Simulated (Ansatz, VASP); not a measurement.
# Al32O47 (F+ centre in corundum) in two plane-wave programs, part 2 of 2

Aim: how closely do two programs agree when they are given the same cell, functional and k mesh? The cell is taken from a series of runs on this material, whose earlier steps may have relaxed, scaled, displaced or heated it; both programs get it as it stands.

VASP 6.6.1 and Ansatz 0.2.0.

So far: Starting point; Ansatz: single point, PBE0.

## (3) VASP: single point, PBE0

Level of this step: PBE0, spin-polarised from a ferromagnetic start; plane waves and PAW (Al, O) (VASP).

The same cell, functional, mesh and smearing now go to VASP, with its own data sets.

Lines of VASP's logs that name or quote its potential files are left out, and so is its time.

The run reads the wave functions of an earlier VASP run, which isn't shown here.

Contents of INCAR:

```
SYSTEM = Al32O47
PREC = Accurate
ENCUT = 520
EDIFF = 1E-06
NELM = 100
ISMEAR = -1
SIGMA = 0.01
LREAL = Auto
ALGO = Normal
LHFCALC = .TRUE.
AEXX = 0.25
GGA = PE
LASPH = .TRUE.
NELECT = 377
NBANDS = 243
ISPIN = 2
MAGMOM = 0 0 0 -0 0 -0 -0 -0 0 0 0.01 0.01 0.02 0 -0 0 0 0 0 0 0 0 0 0 -0 0 0 0 0 0.02 0 0 0 0 -0 0.02 0 0 0.02 0 0 0 0 0 -0 0.02 0.01 0 0 0 0.01 -0 0.02 0.01 0.01 0 -0 0 0 0 0 -0 0 0 0 0 0.01 0 0.02 0 0.01 0 0.02 0 0 -0 0 0 0
PRECFOCK = Fast
LORBIT = 11
LWAVE = .FALSE.
LCHARG = .FALSE.
ISIF = 2
NUPDOWN = 1
```

Contents of POSCAR:

```
Al32O47
1.0
    4.8087130848      2.7763117939      8.7490035352
   -4.8087130848      2.7763117939      8.7490035352
    0.0000000000     -5.5526235879      8.7490035352
Al O
32 47
Direct
    0.1750139158      0.1778939226      0.1749164975
    0.0737707283      0.0744367471      0.0721183430
    0.3238659615      0.3268888120      0.3231147726
    0.4263670053      0.4266248485      0.4267527364
    0.1762327291      0.1765879558      0.6754126010
    0.0744996806      0.0710628696      0.5752509543
    0.3245213827      0.3229697833      0.8241381116
    0.4254786173      0.4258618884      0.9270302167
    0.1761734263      0.6769046087      0.1750883693
    0.0732657017      0.5746071728      0.0744517973
    0.3198583263      0.8302147112      0.3138862266
    0.4301416737      0.9361137734      0.4197852888
    0.1634998389      0.6721357986      0.6844276031
    0.0728845788      0.5725136004      0.5725957085
    0.3236329947      0.8232472636      0.8233751515
    0.4261340385      0.9268852274      0.9231111880
    0.6762292717      0.1778816570      0.1755632529
    0.5749860842      0.0750835025      0.0721060774
    0.8238920162      0.3231053695      0.3245772309
    0.9304723322      0.4234710218      0.4249024126
    0.6767342983      0.1755482027      0.6753928272
    0.5738265737      0.0749116307      0.5730953913
    0.8251864285      0.3224882256      0.8242111738
    0.9248135715      0.4257888262      0.9275117744
    0.6755003194      0.6747490457      0.1789371304
    0.5737672709      0.5745873990      0.0734120442
    0.8248195916      0.8239803059      0.3228370265
    0.9251804084      0.9271629735      0.4260196941
    0.6771154212      0.6774042915      0.6774863996
    0.5865001611      0.5655723969      0.5778642014
    0.8195276678      0.8250975874      0.8265289782
    0.9261079838      0.9254227691      0.9268946305
    0.2782040389      0.4724922312      0.1245261438
    0.1278134709      0.2755923064      0.4712501560
    0.4726129711      0.1293377366      0.2750498960
    0.2257180101      0.0204409537      0.3778751551
    0.3750000000      0.2212664930      0.0287335070
    0.0285869455      0.3745773003      0.2224722397
    0.2781954526      0.4742530967      0.6252361611
    0.1243816209      0.2794011164      0.9712780072
    0.4717959611      0.1254738562      0.7775077688
    0.2219997532      0.0279805011      0.8732435450
    0.3747627178      0.2222677579      0.5281217346
    0.0284895625      0.3748195995      0.7215975596
    0.2773870289      0.9749501040      0.1206622634
    0.1272682044      0.7773742847      0.4727904050
    0.4691548858      0.6269559178      0.2833883680
    0.2217609066      0.5289442339      0.3746648908
    0.3752372822      0.7218782654      0.0277322421
    0.0286486405      0.8753091459      0.2217624417
    0.2808451142      0.9666116320      0.6230440822
    0.1248565833      0.7780858524      0.9717699920
    0.4718045474      0.6247638389      0.7757469033
    0.2213221443      0.5285796747      0.8746507995
    0.0286121826      0.8730177712      0.7224809244
    0.7766650322      0.4723420510      0.1264407908
    0.6251434167      0.2782300080      0.4719141476
    0.9729796843      0.1245987520      0.2783275974
    0.7213513595      0.0282375583      0.3746908541
    0.8750000000      0.2221321169      0.0278678831
    0.5280002468      0.3767564550      0.2220194989
    0.7818948071      0.4710057548      0.6242384336
    0.6256183791      0.2787219928      0.9705988836
    0.9733349678      0.1235592092      0.7776579490
    0.7214130545      0.0275277603      0.8754226997
    0.8762638405      0.2206439279      0.5283747107
    0.5286778557      0.3753492005      0.7214203253
    0.7770203157      0.9716724026      0.1254012480
    0.6227317956      0.7772095950      0.4726257153
    0.9720207851      0.6246400052      0.2785355012
    0.7213878174      0.5275190756      0.3769822288
    0.8737361595      0.7216252893      0.0293560721
    0.5242819899      0.8721248449      0.2295590463
    0.7779792149      0.9714644988      0.6253599948
    0.6221865291      0.7787498440      0.9744076936
    0.9681051929      0.6257615664      0.7789942452
    0.7215104375      0.5284024404      0.8751804005
    0.8750000000      0.7228985018      0.5271014982
    0.5282390934      0.8753351092      0.7210557661
```

Contents of KPOINTS:

```
Automatic mesh
0
Gamma
1 1 1
0 0 0
```

PAW data sets: Al and O (PBE family, release 64).

Run with:

```bash
export OMP_NUM_THREADS=3
mpirun -np 1 vasp_gam
```

Numbers of over 12 decimals in the logs are rounded to 6 here.

Log:

```text
[banner, memory and clock lines left out]
running    1 mpi-ranks, on    1 nodes
[...]
Offloading initialized ...    1 GPUs detected
[...]
LDA part: xc-table for (Slater+PW92), standard interpolation
 found WAVECAR, reading the header
 POSCAR, INCAR and KPOINTS ok, starting setup
[...]
reading WAVECAR
 the WAVECAR file was read successfully
 initial charge from wavefunction
 entering main loop
       N       E                     dE             d eps       ncg     rms          rms(c)
DAV:   1    -0.753559728832E+03   -0.75356E+03   -0.16640E+01  1168   0.859E+00    0.376E+01
DAV:   2    -0.753740297875E+03   -0.18057E+00   -0.63359E-01  1256   0.169E+00    0.302E+01
DAV:   3    -0.753710117158E+03    0.30181E-01   -0.34369E-02  1112   0.370E-01    0.196E+01
DAV:   4    -0.753700979962E+03    0.91372E-02   -0.77595E-03  1128   0.176E-01    0.120E+01
[...]
DAV:  10    -0.753696277974E+03    0.10726E-04   -0.53457E-06  1064   0.600E-03    0.487E-01
DAV:  11    -0.753696275345E+03    0.26294E-05   -0.18275E-06   752   0.387E-03    0.286E-01
DAV:  12    -0.753696275102E+03    0.24320E-06   -0.82236E-07   656   0.268E-03
   1 F= -.75369628E+03 E0= -.75369628E+03  d E =-.910514E-12  mag=     1.0000
```

OUTCAR, selected parts (step 3):

```text
  FREE ENERGIE OF THE ION-ELECTRON SYSTEM (eV)
  ---------------------------------------------------
  free  energy   TOTEN  =      -753.6962751016 eV

  energy  without entropy=     -753.6962751016  energy(sigma->0) =     -753.69627510

 magnetization (x)
# of ion       s       p       d       tot
------------------------------------------
    1        0.002   0.001   0.000   0.003
    2        0.000   0.000   0.000   0.000
    3        0.000   0.000   0.000   0.000
    4       -0.000  -0.000   0.000  -0.000
    5        0.001   0.001   0.000   0.001
    6       -0.000  -0.000   0.000  -0.000
    7       -0.000  -0.000   0.000  -0.000
    8       -0.000  -0.000   0.000  -0.000
    9        0.000  -0.000   0.000   0.000
   10        0.001   0.000   0.000   0.001
   11        0.004   0.008   0.000   0.012
   12        0.004   0.008   0.000   0.012
   13        0.018   0.022   0.000   0.040
[...]
--------------------------------------------------
tot          0.093   0.220   0.000   0.313
```

The run ends at a pressure of -10.67 GPa, with forces up to 0.24 eV/Å.

## (4) Comparison

Known differences besides the potentials themselves: exact exchange at q = 0 is treated differently, which shows on coarse meshes; VASP keeps PBE cores, Ansatz makes them for the functional; the cutoff is 420 eV in Ansatz and 520 eV in VASP (PREC = Accurate, projectors in real space); VASP takes a coarser grid for exact exchange (PRECFOCK = Fast). Total energies have different zeros and are not compared.

Compared:

```csv
quantity,Ansatz,VASP,difference
"total moment, fixed by the input (μB)",1.00,1.00,0.00
```

Forces on 8 of the 79 atoms, those with the largest forces and the largest differences (eV/Å; atoms numbered as in POSCAR):

```csv
atom,"Ansatz x, y, z","VASP x, y, z"
Al4,"0.002, 0.004, -0.032","0.003, 0.004, -0.015"
Al11,"-0.062, 0.121, -0.075","-0.058, 0.111, -0.084"
Al12,"-0.073, 0.114, 0.075","-0.067, 0.106, 0.084"
Al13,"-0.088, -0.197, -0.157","-0.084, -0.182, -0.134"
Al30,"0.214, -0.022, 0.157","0.200, -0.019, 0.134"
O53,"0.050, 0.044, -0.003","0.043, 0.039, -0.002"
O62,"-0.076, -0.009, -0.044","-0.064, -0.010, -0.037"
O76,"0.045, 0.061, 0.044","0.040, 0.051, 0.037"
```

The forces differ by 6.5 meV/Å r.m.s., which is 19.5 % of the r.m.s. force of 0.033 eV/Å (both taken over all components). The cell carries a charge of +1 e against a uniform background, so its pressure also hangs on how the neutralising background is counted, and in a defect's cell a gap may be the spacing between its levels.

## (5) What came out

* r.m.s. force difference (single point, PBE0): 6.5 meV/Å

**Reading.** The r.m.s. force difference is 6.5 meV/Å (single point, PBE0), within the 12 meV/Å picked in this series as the mark of a large difference. How closely two codes agree says nothing of how well the functional describes the real material.

[Lines on the potential files, build, host, timing and source positions are cut from VASP's logs without a mark.]

[Logs are printed without paths, hosts, clocks, repeated set-up lines and the standing remarks that a program may print on its own settings, such as how far it seeks lower states.]

[Hosts, paths, dates, database ids (printed as entryN), source tags and the programs' standing remarks are cut or masked in the printed files.]
